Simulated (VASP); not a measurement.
**AlP: quasiparticle gap under strain**

Wanted: the deformation potential of the gap of AlP, from G0W0. The cell is of the zinc-blende type, one of the forms listed for this formula, which need not be the common one. The start is a cell from a database of measured crystal structures.

Program: VASP 6.6.1. Level of theory: PBE; plane waves and PAW (P_GW, Al_GW), in the first sound run; inputs show where later runs differ. Results are calculated unless marked as measured.

The database entry behind the starting cell differs from later determinations by our own check (0.1 to 0.3 % short, probably kX units), so it need not match the best structure at ambient conditions.

## (1) Starting point

It takes space group F-43m (No. 216, cubic). Conventional cell: a = 5.451 Å, b = 5.451 Å, c = 5.451 Å, α = 90.00°, β = 90.00°, γ = 90.00°. Nearest to P lie 4 Al at 2.36 Å. Nearest to Al lie 4 P at 2.36 Å. Farther neighbours are not listed.

Structure file:

```cif
data_structure
_symmetry_space_group_name_H-M 'P 1'
_symmetry_Int_Tables_number 1
_cell_length_a 3.8544
_cell_length_b 3.8544
_cell_length_c 3.8544
_cell_angle_alpha 60.000
_cell_angle_beta 60.000
_cell_angle_gamma 60.000
_cell_volume 40.49
loop_
_atom_site_label
_atom_site_type_symbol
_atom_site_fract_x
_atom_site_fract_y
_atom_site_fract_z
_atom_site_occupancy
P1 P 0.75000 0.75000 0.75000 1
Al2 Al 0.00000 0.00000 0.00000 1
```

## (2) Ground state

The orbitals come from a self-consistent PBE run with a tight EDIFF and a narrow smearing. KPOINTS_OPT adds the bands along a path, which shows whether the mesh holds the band edges.

INCAR reads:

```
SYSTEM = AlP
PREC = Accurate
ENCUT = 300
EDIFF = 1E-08
NELM = 100
ISMEAR = 0
SIGMA = 0.01
LREAL = .FALSE.
ALGO = Normal
GGA = PE
NBANDS = 10
LORBIT = 11
LWAVE = .TRUE.
LCHARG = .FALSE.
KPAR = 8
```

POSCAR reads:

```
AlP
1.0
    0.0000000000      2.7255000000      2.7255000000
    2.7255000000      0.0000000000      2.7255000000
    2.7255000000      2.7255000000      0.0000000000
P Al
1 1
Direct
    0.7500000000      0.7500000000      0.7500000000
    0.0000000000      0.0000000000      0.0000000000
```

KPOINTS reads:

```
Automatic mesh
0
Gamma
6 6 6
0 0 0
```

KPOINTS_OPT reads:

```
Line mode
12
Line-mode
Reciprocal
  0.00000000   0.00000000   0.00000000 GAMMA
  0.50000000   0.00000000   0.50000000 X

  0.50000000   0.00000000   0.50000000 X
  0.50000000   0.25000000   0.75000000 W

  0.50000000   0.25000000   0.75000000 W
  0.37500000   0.37500000   0.75000000 K

  0.37500000   0.37500000   0.75000000 K
  0.00000000   0.00000000   0.00000000 GAMMA

  0.00000000   0.00000000   0.00000000 GAMMA
  0.50000000   0.50000000   0.50000000 L

  0.50000000   0.50000000   0.50000000 L
  0.62500000   0.25000000   0.62500000 U

  0.62500000   0.25000000   0.62500000 U
  0.50000000   0.25000000   0.75000000 W

  0.50000000   0.25000000   0.75000000 W
  0.50000000   0.50000000   0.50000000 L

  0.50000000   0.50000000   0.50000000 L
  0.37500000   0.37500000   0.75000000 K

  0.62500000   0.25000000   0.62500000 U
  0.50000000   0.00000000   0.50000000 X
```

PAW data sets: P_GW and Al_GW (PBE family, release 64).

On the command line:

```console
$ mpirun -np 8 vasp_std
```

The log of the run:

```text
[banner, memory and clock lines left out]
running    8 mpi-ranks, on    1 nodes
 distrk:  each k-point on    1 cores,    8 groups
 distr:  one band on    1 cores,    1 groups

 POSCAR found type information on POSCAR P Al
 POSCAR found :  2 types and       2 ions
|                                                                             |
|           W    W    AA    RRRRR   N    N  II  N    N   GGGG   !!!           |
|           W    W   A  A   R    R  NN   N  II  NN   N  G    G  !!!           |
|           W    W  A    A  R    R  N N  N  II  N N  N  G       !!!           |
|           W WW W  AAAAAA  RRRRR   N  N N  II  N  N N  G  GGG   !            |
|           WW  WW  A    A  R   R   N   NN  II  N   NN  G    G                |
|           W    W  A    A  R    R  N    N  II  N    N   GGGG   !!!           |
|                                                                             |
|     For optimal performance we recommend to set                             |
|       NCORE = 2 up to number-of-cores-per-socket                            |
|     NCORE specifies how many cores store one orbital (NPAR=cpu/NCORE).      |
|     This setting can greatly improve the performance of VASP for DFT.       |
|     The default, NCORE=1 might be grossly inefficient on modern             |
|     multi-core architectures or massively parallel machines. Do your        |
|     Unfortunately you need to use the default for GW and RPA                |
|     calculations (for HF NCORE is supported but not extensively tested      |
|     yet).                                                                   |
|                                                                             |

 LDA part: xc-table for (Slater+PW92), standard interpolation
 POSCAR, INCAR and KPOINTS ok, starting setup
 FFT: planning ... GRIDC
 FFT: planning ... GRID_SOFT
 FFT: planning ... GRID
 WAVECAR not read
 entering main loop
       N       E                     dE             d eps       ncg     rms          rms(c)
DAV:   1     0.737880057153E+01    0.73788E+01   -0.28570E+03   328   0.481E+02
DAV:   2    -0.101305433094E+02   -0.17509E+02   -0.16029E+02   500   0.886E+01
DAV:   3    -0.107138958900E+02   -0.58335E+00   -0.58252E+00   434   0.146E+01
DAV:   4    -0.107194507521E+02   -0.55549E-02   -0.55541E-02   458   0.181E+00
DAV:   5    -0.107195342979E+02   -0.83546E-04   -0.83544E-04   438   0.153E-01    0.319E+00
DAV:   6    -0.104070280029E+02    0.31251E+00   -0.64530E-01   372   0.325E+00    0.166E+00
DAV:   7    -0.103613597258E+02    0.45668E-01   -0.22103E-01   426   0.210E+00    0.595E-01
DAV:   8    -0.103614625098E+02   -0.10278E-03   -0.13906E-02   380   0.670E-01    0.634E-02
DAV:   9    -0.103616563409E+02   -0.19383E-03   -0.79619E-04   406   0.179E-01    0.297E-02
DAV:  10    -0.103617309008E+02   -0.74560E-04   -0.11256E-04   398   0.629E-02    0.646E-03
DAV:  11    -0.103617356600E+02   -0.47593E-05   -0.28722E-05   414   0.276E-02    0.520E-03
DAV:  12    -0.103617355148E+02    0.14524E-06   -0.55530E-06   410   0.111E-02    0.379E-04
DAV:  13    -0.103617354925E+02    0.22289E-07   -0.21348E-07   430   0.308E-03    0.184E-04
DAV:  14    -0.103617354507E+02    0.41801E-07   -0.55252E-09   378   0.496E-04    0.947E-05
DAV:  15    -0.103617354324E+02    0.18329E-07   -0.15103E-09   238   0.209E-04    0.227E-05
DAV:  16    -0.103617354343E+02   -0.19388E-08   -0.21573E-10   210   0.109E-04
   1 F= -.10361735E+02 E0= -.10361735E+02  d E =-.375005E-15
 Start KPOINTS_OPT (optional k-point list driver)
k-point batch [1-16\120]
       N       E                     dE             ncg
DAV:   1     0.280176765567E+03   -0.18593E+04      320
DAV:   2    -0.148686677930E+02   -0.29505E+03      486
DAV:   3    -0.251879235682E+02   -0.10319E+02      508
DAV:   4    -0.252373726727E+02   -0.49449E-01      492
DAV:   5    -0.252385352988E+02   -0.11626E-02      472
DAV:   6    -0.252385937975E+02   -0.58499E-04      492
DAV:   7    -0.252385985184E+02   -0.47209E-05      454
DAV:   8    -0.252385991256E+02   -0.60716E-06      466
DAV:   9    -0.252385991290E+02   -0.34095E-08      374
[...]
k-point batch [113-120\120]
       N       E                     dE             ncg
DAV:   1     0.201425475710E+04   -0.17681E+04      160
DAV:   2     0.188647588290E+04   -0.12778E+03      230
DAV:   3     0.188207109800E+04   -0.44048E+01      280
DAV:   4     0.188205806301E+04   -0.13035E-01      272
DAV:   5     0.188205798438E+04   -0.78628E-04      266
DAV:   6     0.188205798411E+04   -0.26568E-06      262
DAV:   7     0.188205798411E+04   -0.22142E-08      250
 writing wavefunctions
```

The job ended after 5 s (8 MPI ranks of Intel Xeon Platinum 8488C (Sapphire Rapids), shared host; peak memory 1.1 GiB; 31 s of CPU time).

Lines that name or quote the potential files are left out of all logs, and their timing lines are given in words.

From OUTCAR (step 2):

```text
ion  position               nearest neighbor table
   1  0.750  0.750  0.750-   2 2.36   2 2.36   2 2.36   2 2.36
   2  0.000  0.000  0.000-   1 2.36   1 2.36   1 2.36   1 2.36

  LATTYP: Found a face centered cubic cell.
 ALAT       =     5.4510000000

 Subroutine GETGRP returns: Found 24 space group operations
 (whereof 24 operations were pure point group operations)

The static configuration has the point symmetry T_d .

 Found     16 irreducible k-points:

   k-points           NKPTS =     16   k-points in BZ     NKDIM =     16   number of bands    NBANDS=     10

   dimension x,y,z NGX =    24 NGY =   24 NGZ =   24
   dimension x,y,z NGXF=    48 NGYF=   48 NGZF=   48

   ENCUT  =  300.0 eV  22.05 Ry    4.70 a.u.   5.44  5.44  5.44*2*pi/ulx,y,z

   NELECT =       8.0000    total number of electrons

 k-points in reciprocal lattice and weights: Automatic mesh
   0.00000000  0.00000000  0.00000000       0.005
   0.16666667  0.00000000  0.00000000       0.037
   0.33333333  0.00000000  0.00000000       0.037
   0.50000000  0.00000000  0.00000000       0.019
   0.16666667  0.16666667  0.00000000       0.028
   0.33333333  0.16666667  0.00000000       0.111
   0.50000000  0.16666667  0.00000000       0.111
  -0.33333333  0.16666667  0.00000000       0.111
  -0.16666667  0.16666667  0.00000000       0.056
[...]
-0.33333333  0.33333333  0.16666667       0.111
  -0.33333333  0.50000000  0.16666667       0.056

 average (electrostatic) potential at core
       1 -74.3813       2 -53.0360

 E-fermi :   3.9618

 k-point     1 :       0.0000    0.0000    0.0000
  band No.  band energies     occupation
      1      -7.6255      2.00000
      2       3.9108      2.00000
      3       3.9108      2.00000
      4       3.9108      2.00000
      5       7.2535      0.00000
      6       8.4758      0.00000
      7       8.4758      0.00000
      8       8.4758      0.00000
      9      12.7306      0.00000
    ...

 k-point     2 :       0.1667    0.0000    0.0000
  band No.  band energies     occupation
      1      -7.3206      2.00000
      2       2.0358      2.00000
      3       3.6676      2.00000
      4       3.6676      2.00000
      5       7.5600      0.00000
      6       8.9122      0.00000
      7       8.9122      0.00000
      8       9.5988      0.00000
      9      12.0966      0.00000
    ...

 k-point     3 :       0.3333    0.0000    0.0000
  band No.  band energies     occupation
      1      -6.5261      2.00000
      2      -0.4413      2.00000
      3       3.2947      2.00000
      4       3.2947      2.00000
      5       6.9820      0.00000
      6       8.9603      0.00000
      7       8.9603      0.00000
      8      11.8716      0.00000
      9      13.0351      0.00000
    ...

  Total        0.6424363      0.6424363      0.6424363      0.0000000      0.0000000     -0.0000000
  in kB       25.4197989     25.4197989     25.4197989      0.0000000      0.0000000     -0.0000000
  external PRESSURE =      25.4197989 kB  Pullay stress =       0.0000000 kB

  energy-cutoff  :      300.00
  volume of cell :       40.49
      direct lattice vectors                 reciprocal lattice vectors
     0.000000000  2.725500000  2.725500000    -0.183452578  0.183452578  0.183452578
     2.725500000  0.000000000  2.725500000     0.183452578 -0.183452578  0.183452578
     2.725500000  2.725500000  0.000000000     0.183452578  0.183452578 -0.183452578

 POSITION                                       TOTAL-FORCE (eV/Angst)
 -----------------------------------------------------------------------------------
      4.08825      4.08825      4.08825         0.000000      0.000000      0.000000
      0.00000      0.00000      0.00000        -0.000000     -0.000000     -0.000000
 -----------------------------------------------------------------------------------
    total drift:                                0.000002      0.000002      0.000002

  FREE ENERGIE OF THE ION-ELECTRON SYSTEM (eV)
  ---------------------------------------------------
  free  energy   TOTEN  =       -10.3617354343 eV

  energy  without entropy=      -10.3617354343  energy(sigma->0) =      -10.36173543

 total charge
# of ion       s       p       d       tot
------------------------------------------
    1        1.108   1.815   0.036   2.959
    2        0.469   0.486   0.085   1.040
--------------------------------------------------
tot          1.576   2.302   0.121   3.999

[... 3 further parts left out ...]
```

This step gave:

```yaml
free_energy_toten: -10.36 eV
fermi_energy: 3.962 eV
pressure: 2.542 GPa
least_gap_on_mesh_and_path: 1.570 eV
least_direct_gap_on_mesh_and_path: 3.343 eV
```

The highest empty bands on the path are converged less tightly, to about 0.1 eV. The electronic bands at the labelled points (eV, zero at the valence-band top; v1 is the highest filled band, c1 the lowest empty one):

| point | v3 | v2 | v1 | c1 | c2 | c3 | c4 |
| --- | --- | --- | --- | --- | --- | --- | --- |
| Γ | 0.00 | 0.00 | 0.00 | 3.34 | 4.57 | 4.57 | 4.57 |
| 0.55 of the way | -3.21 | -1.43 | -1.43 | 2.68 | 3.82 | 7.46 | 7.46 |
| X | -5.33 | -2.11 | -2.11 | 1.57 | 2.47 | 11.11 | 11.11 |
| 0.55 of the way | -5.13 | -2.74 | -2.57 | 2.83 | 3.78 | 8.40 | 8.76 |
| W | -4.93 | -3.19 | -2.83 | 4.33 | 5.96 | 6.14 | 6.40 |
| 0.55 of the way | -5.00 | -3.36 | -2.21 | 3.18 | 5.21 | 7.38 | 7.74 |
| K | -5.04 | -3.44 | -1.74 | 2.43 | 5.12 | 8.48 | 8.76 |
| 0.55 of the way | -3.13 | -1.69 | -0.33 | 4.36 | 5.09 | 5.35 | 6.19 |
| Γ | 0.00 | 0.00 | 0.00 | 3.34 | 4.57 | 4.57 | 4.57 |
| 0.45 of the way | -2.83 | -0.39 | -0.39 | 3.43 | 5.14 | 5.14 | 6.62 |
| L | -5.55 | -0.77 | -0.77 | 2.83 | 4.82 | 4.82 | 8.29 |
| 0.55 of the way | -5.22 | -2.57 | -1.25 | 3.23 | 5.55 | 6.24 | 7.74 |
| U | -5.04 | -3.44 | -1.74 | 2.43 | 5.12 | 8.48 | 8.76 |
| 0.55 of the way | -4.98 | -3.33 | -2.36 | 3.45 | 5.26 | 7.15 | 7.45 |
| W | -4.93 | -3.19 | -2.83 | 4.33 | 5.96 | 6.14 | 6.40 |
| 0.45 of the way | -5.13 | -2.78 | -1.62 | 3.98 | 4.64 | 7.20 | 7.55 |
| L | -5.55 | -0.77 | -0.77 | 2.83 | 4.82 | 4.82 | 8.29 |
| 0.45 of the way | -5.31 | -2.19 | -1.13 | 3.39 | 5.10 | 5.84 | 8.11 |
| K | -5.04 | -3.44 | -1.74 | 2.43 | 5.12 | 8.48 | 8.76 |
| jump to U | -5.04 | -3.44 | -1.74 | 2.43 | 5.12 | 8.48 | 8.76 |
| 0.45 of the way | -5.22 | -2.77 | -2.00 | 1.99 | 3.35 | 9.85 | 10.19 |
| X | -5.33 | -2.11 | -2.11 | 1.57 | 2.47 | 11.11 | 11.12 |

Of the projections kept (P, Al), the largest for each band there, as a share of the weight inside these atoms' spheres; weight between the spheres isn't counted:

| point | v3 | v2 | v1 | c1 | c2 | c3 | c4 |
| --- | --- | --- | --- | --- | --- | --- | --- |
| Γ | P 0.84 | P 0.84 | P 0.84 | P 0.67 | Al 0.67 | Al 0.67 | Al 0.67 |
| X | Al 0.54 | P 0.73 | P 0.73 | P 0.51 | Al 0.61 | P 0.52 | P 0.52 |
| W | Al 0.58 | P 0.75 | P 0.68 | P 0.78 | P 0.59 | Al 0.52 | Al 0.57 |
| K | Al 0.56 | P 0.71 | P 0.74 | Al 0.53 | P 0.61 | P 0.59 | P 0.69 |
| Γ | P 0.84 | P 0.84 | P 0.84 | P 0.67 | Al 0.67 | Al 0.67 | Al 0.67 |
| L | P 0.53 | P 0.79 | P 0.79 | Al 0.53 | Al 0.58 | Al 0.58 | P 0.76 |

The electronic bands as a text plot (rows in eV, shown from -5.6 to 4.6 only):

```
    4.4 |+++        +++      ++++++               ++ ++       +
    3.9 | ++ +              +   +   +            +  +++
    3.5 |+  + +        +   +     +++ +     ++             +
    3.1 |      +   ++     +           +++ +  +  +      + + +   +
    2.7 |    +  +++     +                +    ++        +   ++  +
    2.2 |     +    +     +                                    +
    1.8 |      ++ +                                            ++
    1.4 |        +
    1.0 |
    0.6 |
    0.1 |                       ***
   -0.3 |**                   **** ***
   -0.7 | ***               ** *   *  *****            ***
   -1.1 |  *              **    *          **         ** ***
   -1.5 |    **          *    **    *      * **      *      **
   -2.0 |   *  ***      *            *         **   * *   *   ***
   -2.4 |         **   *     *              *      * *     *    *
   -2.8 |           ***     *                *   **            *
   -3.2 |    *       *******  *               *******       * *
   -3.7 |     *              *        *                      *
   -4.1 |                   *          *
   -4.5 |      *           *
   -4.9 |       *   *******                   *******       ***
   -5.3 |        ***                    ******       *******   **
         Γ       X    W  K        Γ      L     U  W     L   K|U X
```

The cell has a gap of 1.57 eV on mesh and path and a pressure of +2.5 GPa, which holds the misfit of the given cell and coordinates with this functional, and any error of cutoff, mesh and data sets.

## (3) Empty bands

The next step needs empty bands that the ground-state run didn't converge, so the Hamiltonian is diagonalised exactly for NBANDS bands, in a single step. LOPTICS writes the k-derivatives of the orbitals (WAVEDER), which give the long-wavelength limit of the screening.

INCAR reads:

```
SYSTEM = AlP
PREC = Accurate
ENCUT = 300
ISMEAR = 0
SIGMA = 0.01
LREAL = .FALSE.
GGA = PE
NBANDS = 176
ALGO = Exact
NELM = 1
LWAVE = .TRUE.
LCHARG = .FALSE.
LOPTICS = .TRUE.
NEDOS = 1000
CSHIFT = 0.1
```

POSCAR is that of step 2.

KPOINTS is that of step 2.

On the command line:

```console
$ mpirun -np 8 vasp_std
```

The log of the run:

```text
[banner, memory and clock lines left out]
running    8 mpi-ranks, on    1 nodes
 distrk:  each k-point on    8 cores,    1 groups
 distr:  one band on    1 cores,    8 groups

 POSCAR found type information on POSCAR P Al
 POSCAR found :  2 types and       2 ions
 [... a notice as in an earlier step ...]

 LDA part: xc-table for (Slater+PW92), standard interpolation
 found WAVECAR, reading the header
  number of bands has changed, file:    10 present:   176
  trying to continue reading WAVECAR, but it might fail
 POSCAR, INCAR and KPOINTS ok, starting setup
 FFT: planning ... GRIDC
 FFT: planning ... GRID_SOFT
 FFT: planning ... GRID
 reading WAVECAR
 random initialization beyond band           10
 the WAVECAR file was read successfully
 initial charge from wavefunction
 entering main loop
       N       E                     dE             d eps       ncg     rms          rms(c)
DIA:   1    -0.103617354335E+02   -0.10362E+02    0.00000E+00     0   0.000E+00
   1 F= -.10361735E+02 E0= -.10361735E+02  d E =-.676999E-42
 writing wavefunctions
 optical routines
 imaginary and real dielectric function
 recalculating local potential from charge density
 direction            1
 direction            2
 direction            3
```

Elapsed: 4 s, on 8 MPI ranks; peak memory 0.97 GiB.

OUTCAR, selected parts (step 3):

```text
The static configuration has the point symmetry T_d .

 Found     16 irreducible k-points:

   k-points           NKPTS =     16   k-points in BZ     NKDIM =     16   number of bands    NBANDS=    176

   NELECT =       8.0000    total number of electrons

 E-fermi :   4.0044

  Total        0.6424458      0.6424458      0.6424458      0.0000000      0.0000000      0.0000000
  in kB       25.4201760     25.4201760     25.4201760      0.0000000      0.0000000      0.0000000
  external PRESSURE =      25.4201760 kB  Pullay stress =       0.0000000 kB

 POSITION                                       TOTAL-FORCE (eV/Angst)
 -----------------------------------------------------------------------------------
      4.08825      4.08825      4.08825        -0.000000     -0.000000     -0.000000
      0.00000      0.00000      0.00000         0.000000      0.000000      0.000000
 -----------------------------------------------------------------------------------
    total drift:                                0.000002      0.000002      0.000002

  FREE ENERGIE OF THE ION-ELECTRON SYSTEM (eV)
  ---------------------------------------------------
  free  energy   TOTEN  =       -10.3617354335 eV

  energy  without entropy=      -10.3617354335  energy(sigma->0) =      -10.36173543

 plasma frequency squared (from intraband transitions) (eV^2)
  --------------------------------------------------------------------------------------
       0.000       0.000      -0.000
       0.000       0.000       0.000
      -0.000       0.000       0.000

[... 14 parts as in an earlier step ...]
```

The gap is read on the k-mesh alone, so it is an upper bound where the band edges lie off the mesh, and a coarse mesh can show a gap where there is none.

Numbers from this step:

* gap on the k-mesh: 1.570 eV
* least direct gap on the k-mesh: 3.343 eV

WAVECAR now holds 176 bands for 8 electrons. Its independent-particle dielectric tensor has xx, yy, zz = 9.6, 9.6, 9.6 on this mesh. It isn't tested for convergence in mesh or bands and lacks local fields, and at a small direct gap a coarse mesh makes it too large, which overscreens the GW step.

(Continued in part 2 of 4.)

[Lines on the potential files, build, host, timing and source positions are cut from VASP's logs without a mark.]

[Logs are printed without paths, hosts, clocks, repeated set-up lines and the standing remarks that a program may print on its own settings, such as how far it seeks lower states.]

[Hosts, paths, dates, database ids (printed as entryN), source tags and the programs' standing remarks are cut or masked in the printed files.]

[Pressures printed for these runs are not shown converged in the cutoff: they can be off by several GPa and have the wrong sign.]

[In band tables of VASP the shares of atoms and orbitals are scaled to a sum of 1 inside the atoms' spheres.]
